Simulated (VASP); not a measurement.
Level of theory: HSE06 screened hybrid, VASP's PBE PAW potentials (set 64) (plane waves; VASP 6.6.1).

Input for VASP

POSCAR:
```
C64
1
    8.8891296303     0.4206661491    -0.0219213348
    0.4020343386     8.2591305959    -0.2466056251
   -0.0199226879    -0.2540513453     8.4492321675
C
64
Direct
  0.5548376543   0.0466034862   0.0198540242
  0.9725176125   0.9502730015   0.0647055838
  0.8438031383   0.7941764171   0.7298080122
  0.0979765773   0.7197014258   0.6456889168
  0.7751273597   0.5326523600   0.0668360248
  0.3223562583   0.1722483753   0.5623916477
  0.0129996346   0.8253363761   0.1534015035
  0.0435241228   0.0894389795   0.5070165758
  0.3216047144   0.5736532224   0.3545057957
  0.0748751401   0.0766193825   0.0510460923
  0.5365859965   0.1749857353   0.3615743169
  0.2246393122   0.6907822882   0.7272239046
  0.8758355281   0.3760302861   0.7170709910
  0.9366195320   0.4370490516   0.2972020090
  0.4507992135   0.6355431364   0.0412028855
  0.8374328265   0.4688745844   0.5907606720
  0.1666752092   0.5905865128   0.0547937998
  0.8268329638   0.0471567788   0.0217427024
  0.4951237346   0.7659741469   0.4940454167
  0.0622318936   0.4857060787   0.0305573590
  0.6762966501   0.5420095763   0.5592034626
  0.7942267618   0.7366887438   0.8606923073
  0.0531574383   0.3117012058   0.9700759546
  0.9600351910   0.9797965835   0.5945510124
  0.9339519895   0.1472379256   0.3862779228
  0.7191054872   0.6786094386   0.9768889450
  0.3015318750   0.6550697731   0.9922113074
  0.6891389106   0.0430479788   0.1215274494
  0.4106863511   0.6130742695   0.4998646550
  0.9897901751   0.8573588437   0.6975702778
  0.3471579137   0.9133146650   0.9006519372
  0.9191995508   0.5108814183   0.1349860944
  0.9553253025   0.2709319927   0.2702015642
  0.1070730937   0.7006728616   0.1965080741
  0.8057578243   0.1839343983   0.9263371266
  0.4643810574   0.9207337728   0.4634164352
  0.1687641782   0.6380267663   0.3460030421
  0.3460724587   0.5812254149   0.6562234426
  0.0630732981   0.6254367627   0.4882988955
  0.5135209450   0.3519747648   0.3732421909
  0.9507785650   0.5194638872   0.4616831622
  0.8111237318   0.9627250696   0.5236668843
  0.4239010459   0.4322377150   0.6617729350
  0.4529600026   0.0857480453   0.4632870016
  0.7549597915   0.8243938341   0.5843735560
  0.6740197150   0.0842874707   0.2788659542
  0.1838396222   0.1334559248   0.5349172623
  0.4407154232   0.4644720220   0.2598996272
  0.4024709634   0.1948217024   0.8341926686
  0.6571412185   0.2832239247   0.9681878179
  0.5050289444   0.4945307654   0.1215066478
  0.6464904835   0.7109305755   0.5451433589
  0.5270729278   0.4606754440   0.5233456112
  0.2695366547   0.7729174113   0.8782597109
  0.9075835575   0.2897335381   0.8468827368
  0.6524780343   0.4219941639   0.0646642794
  0.0184346397   0.2236539419   0.1173712294
  0.2923393613   0.0796914696   0.8657862022
  0.5584467690   0.7429029547   0.0047816346
  0.8025567718   0.0676886354   0.3913180686
  0.4894269308   0.9005614052   0.9782719895
  0.3778031791   0.2777164405   0.7005500272
  0.5233276553   0.1897078905   0.9460341652
  0.1587931377   0.1459819862   0.9316021383
```

File KPOINTS:
```
Automatic mesh
0
G
  1 1 1
```

INCAR:
```
! general
SYSTEM   = C64
PREC     = Normal
ENCUT    = 500   ! plane-wave cut-off (eV)
LREAL    = Auto
LASPH    = .TRUE.   ! aspherical one-centre terms
ISYM     = 0

! electronic loop
EDIFF    = 1E-5
NELM     = 50
NELMIN   = 4
ALGO     = Normal

! smearing
ISMEAR   = 0
SIGMA    = 0.05   ! width (eV)

! functional
GGA      = PE   ! PBE
LHFCALC  = .TRUE.
AEXX     = 0.25
HFSCREEN = 0.2
PRECFOCK = Fast

! output
LWAVE    = .FALSE.
LCHARG   = .FALSE.
LORBIT   = 11   ! lm-projected
NEDOS    = 601   ! DOS grid
```

POTCAR, in this order: C (PBE.64 set). Program: vasp_gam. Read from the step before: WAVECAR.

The run wrote:

File OSZICAR:
```
       N       E                     dE             d eps       ncg     rms          rms(c)
DAV:   1    -0.623597687085E+03   -0.62360E+03   -0.85265E+00   344   0.792E+00    0.395E+00
DAV:   2    -0.623650181451E+03   -0.52494E-01   -0.26911E-01   384   0.140E+00    0.250E+00
DAV:   3    -0.623625156564E+03    0.25025E-01   -0.37968E-02   368   0.519E-01    0.139E+00
DAV:   4    -0.623618037783E+03    0.71188E-02   -0.93039E-03   360   0.256E-01    0.753E-01
DAV:   5    -0.623616042023E+03    0.19958E-02   -0.29706E-03   376   0.151E-01    0.398E-01
DAV:   6    -0.623615583388E+03    0.45864E-03   -0.69412E-04   360   0.728E-02    0.215E-01
DAV:   7    -0.623615411787E+03    0.17160E-03   -0.24176E-04   376   0.467E-02    0.116E-01
DAV:   8    -0.623615389962E+03    0.21825E-04   -0.74217E-05   368   0.243E-02    0.650E-02
DAV:   9    -0.623615370866E+03    0.19095E-04   -0.27106E-05   320   0.193E-02    0.363E-02
DAV:  10    -0.623615373948E+03   -0.30812E-05   -0.16456E-05   224   0.114E-02
   1 F= -.62361537E+03 E0= -.62361537E+03  d E =-.675171E-11
```

**OUTCAR**
```
------------------------ aborting loop because EDIFF is reached ----------------------------------------
  volume of cell :      618.33
      direct lattice vectors                 reciprocal lattice vectors
     8.889129630  0.420666149 -0.021921335     0.112756806 -0.005485713  0.000100928
     0.402034339  8.259130596 -0.246605625    -0.005739249  0.121466139  0.003638709
    -0.019922688 -0.254051345  8.449232167     0.000125035  0.003530969  0.118460414
 POSITION                                       TOTAL-FORCE (eV/Angst)
 -----------------------------------------------------------------------------------
      4.95036      0.61326      0.14410        -0.005233      0.455308     -0.337078
      9.02559      8.24110      0.29105         0.168407     -0.133979      0.326382
      7.80542      6.72876      5.95197         0.061305     -0.039623      0.121468
      1.14741      5.82129      5.27595         0.461054     -0.037728      0.326796
      7.10302      4.70834      0.41637         0.395451     -0.014377      0.109900
      2.92351      1.41535      4.70223        -0.156350     -0.099648      0.043354
      0.44431      6.78306      1.09231         0.285895     -0.043142     -0.193725
      0.41275      0.62819      4.26089         0.294146      0.101568      0.033099
      3.08235      4.78310      2.84679        -0.385047      0.144302      0.025849
      0.69536      0.65134      0.41076        -0.352781      0.563635      0.106089
      4.83293      1.57910      3.00011        -0.008187      0.303341      0.050985
      2.26008      5.61501      5.96921        -0.495759      0.154786     -0.244800
      7.92231      3.29194      5.94677        -0.000579      0.014807      0.004296
      8.49552      3.92814      2.38282         0.103911     -0.668889     -0.193479
      4.26190      5.42820      0.18152        -0.082589      0.147861     -0.158413
      7.62078      4.07469      4.85749         0.189661     -0.163476      0.233234
      1.71794      4.93393      0.31367        -0.489768     -0.180533      0.090513
      7.36835      0.73177      0.15395        -0.063397      0.336779     -0.167290
      4.69932      6.40905      3.97456        -0.106020      0.131245     -0.047029
      0.74785      4.02993      0.13704         0.274758      0.291582      0.198647
      6.21845      4.61896      4.57635        -0.125606      0.604628     -0.056237
      7.33901      6.19985      7.07311        -0.160180     -0.018670     -0.075807
      0.57851      2.35029      8.11836        -0.221569     -0.156659      0.063537
      8.91594      8.34508      4.76083         0.010441     -0.497109      0.253536
      8.35352      1.51080      3.20697        -0.457511     -0.263220      0.107797
      6.64558      5.65905      8.07085         0.257650      0.073115     -0.386357
      2.92395      5.28508      8.21527         0.284338      0.252362     -0.196466
      6.14073      0.61456      1.00109        -0.014881      0.200136      0.313482
      3.88716      5.10923      4.06328         0.189551     -0.165336      0.125552
      9.12916      7.32019      5.66081        -0.263165      0.254975     -0.433996
      3.43517      7.46041      7.37698         0.100861     -0.149604      0.142463
      8.37359      4.57182      0.99439        -0.329962     -0.115432     -0.210673
      8.59555      2.57089      2.19524        -0.091160      0.511264      0.144163
      1.22957      5.78207      1.48521        -0.171585      0.185138     -0.304355
      7.21798      1.62276      7.76381        -0.026364     -0.292482      0.294909
      4.48888      7.68208      3.67828         0.137619      0.075504      0.106989
      1.74978      5.25264      2.76242         0.406413     -0.119364      0.058675
      3.29688      4.77928      5.39366         0.240422     -0.425531     -0.199864
      0.80239      5.06804      3.97013        -0.200583     -0.227451     -0.032436
      4.69882      3.02820      3.05555        -0.096521     -0.323940      0.035396
      8.65124      4.57299      3.75192         0.200634      0.125619      0.098884
      7.58680      8.15945      4.16939        -0.055312     -0.377172      0.230975
      3.92870      3.58010      5.47559        -0.169363      0.559089     -0.357417
      4.05166      0.78105      3.88334        -0.053881     -0.404115      0.167208
      7.03073      6.97790      4.71766         0.278755      0.353620     -0.050253
      6.01978      0.90883      2.32064         0.001722     -0.047378     -0.547901
      1.67717      1.04367      4.48270        -0.074124     -0.073898     -0.003215
      4.09913      3.95550      2.07175         0.520140      0.223505     -0.458168
      3.63932      1.56644      6.99142        -0.117712      0.174559     -0.465035
      5.93599      2.36965      8.09619         0.040964      0.270543      0.385098
      4.68567      4.26597      0.89361        -0.190075      0.003904      0.429124
      6.02170      6.00513      4.41655        -0.134876     -0.423005      0.118911
      4.86000      3.89354      4.29671        -0.394786      0.112352      0.063740
      2.68919      6.27389      7.22411         0.249767     -0.040963      0.152555
      8.16724      2.55959      7.06416         0.066663      0.210954     -0.066284
      5.96833      3.74335      0.42799        -0.124546     -0.294447     -0.267997
      0.25145      1.82512      0.93614         0.286315     -0.415019     -0.454352
      2.61343      0.56121      7.28917        -0.255454      0.134496      0.227128
      5.26268      6.36944     -0.15504        -0.366320      0.101331      0.038491
      7.15345      0.79724      3.27205         0.461089      0.322020     -0.065508
      4.69315      7.39521      8.03283        -0.141374     -0.255561     -0.020625
      3.45604      2.27465      5.84234         0.042444     -0.410958      0.427852
      4.70935      1.54663      7.93501         0.144458     -0.427595      0.312447
      1.45166      1.03581      7.83184         0.227788     -0.088022      0.025235
 -----------------------------------------------------------------------------------
    total drift:                               -0.083626      0.144094     -0.085476
  FREE ENERGIE OF THE ION-ELECTRON SYSTEM (eV)
  ---------------------------------------------------
  free  energy   TOTEN  =      -623.6153739477 eV

  energy  without entropy=     -623.6153739477  energy(sigma->0) =     -623.61537395

  exchange ACFDT corr.  =         0.00000000  see jH, gK, PRB 81, 115126

 total charge

# of ion       s       p       d       tot
------------------------------------------
    1        0.883   1.784   0.000   2.667
    2        0.858   1.743   0.000   2.601
    3        0.876   1.772   0.000   2.648
    4        0.872   1.732   0.000   2.604
    5        0.852   1.698   0.000   2.550
    6        0.855   1.717   0.000   2.572
    7        0.909   1.686   0.000   2.595
    8        0.855   1.760   0.000   2.616
    9        0.857   1.673   0.000   2.530
   10        0.891   1.778   0.000   2.669
   11        0.853   1.678   0.000   2.531
   12        0.880   1.780   0.000   2.661
   13        0.884   1.641   0.000   2.526
   14        0.861   1.676   0.000   2.537
   15        0.883   1.799   0.000   2.682
   16        0.826   1.646   0.000   2.472
   17        0.872   1.733   0.000   2.605
   18        0.863   1.653   0.000   2.516
   19        0.866   1.758   0.000   2.624
   20        0.873   1.698   0.000   2.571
   21        0.851   1.638   0.000   2.488
   22        0.915   1.697   0.000   2.612
   23        0.837   1.609   0.000   2.446
   24        0.882   1.735   0.000   2.617
...
```
(Selected blocks of OUTCAR.)

**OUTCAR**
```
 val. band max:        3.1884432672   @ k =   0.0000   0.0000   0.0000

 cond. band min:       4.2550369267   @ k =   0.0000   0.0000   0.0000


 Fermi energy:         3.4237788142

 k-point     1 :       0.0000    0.0000    0.0000
  band No.  band energies     occupation
      1     -18.4268      2.00000
      2     -18.1126      2.00000
      3     -17.5096      2.00000
      4     -17.4015      2.00000
      5     -17.0246      2.00000
      6     -16.6417      2.00000
      7     -16.3226      2.00000
      8     -16.1579      2.00000
      9     -16.0223      2.00000
     10     -15.7866      2.00000
     11     -15.6873      2.00000
     12     -15.3871      2.00000
     13     -15.3091      2.00000
     14     -15.0968      2.00000
     15     -14.9755      2.00000
     16     -14.5650      2.00000
     17     -14.5248      2.00000
     18     -14.2637      2.00000
     19     -13.9862      2.00000
     20     -13.6541      2.00000
     21     -13.5624      2.00000
     22     -13.2719      2.00000
     23     -13.1180      2.00000
     24     -12.6884      2.00000
     25     -12.6417      2.00000
     26     -12.5291      2.00000
     27     -12.2542      2.00000
     28     -11.9420      2.00000
     29     -11.8212      2.00000
     30     -11.6945      2.00000
     31     -11.5287      2.00000
     32     -11.2610      2.00000
     33     -11.1577      2.00000
     34     -10.8177      2.00000
     35     -10.6091      2.00000
     36     -10.4217      2.00000
     37     -10.2984      2.00000
     38     -10.1210      2.00000
     39      -9.9238      2.00000
     40      -9.8108      2.00000
     41      -9.5593      2.00000
     42      -9.2869      2.00000
     43      -8.9208      2.00000
     44      -8.6528      2.00000
     45      -8.4497      2.00000
     46      -8.0721      2.00000
     47      -7.8409      2.00000
     48      -7.7048      2.00000
     49      -7.5672      2.00000
     50      -7.4528      2.00000
     51      -7.3435      2.00000
...
```
